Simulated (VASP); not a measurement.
```
Zn3As2
1.0
    5.83877     0.00000     0.00000
    0.00000     5.83877     0.00000
    0.00000     0.00000     5.83877
Zn As
6 4
Cartesian
  0.00000   2.91938   2.91938
  0.00000   2.91938   0.00000
  2.91938   0.00000   2.91938
  0.00000   0.00000   2.91938
  2.91938   2.91938   0.00000
  2.91938   0.00000   0.00000
  1.45969   1.45969   1.45969
  1.45969   4.37908   4.37908
  4.37908   4.37908   1.45969
  4.37908   1.45969   4.37908
```

Computed with PBEsol GGA, VASP's PBE PAW potentials (set 64) (plane waves; VASP). Settings: 400 eV cut-off, 5×5×5 Γ-centred mesh, first-order Methfessel-Paxton smearing of 0.10 eV, potentials Zn As.

**Question.** What does the run give for the energy per atom (σ→0), band gap (on the k-mesh) with the smallest direct gap where there is one?

**Answer.** 
| Property | Result |
|---|---|
| band gap (on the k-mesh) | none (metal, semimetal or under 0.01 eV) |
| energy per atom (σ→0) | -2.930 eV/atom |

The structure comes from a computed database's Zn3As2 entry (Pn-3m); how it stands against other phases isn't given here. It was relaxed first, which changed the volume by -6 %. The start is the result of an earlier pass.
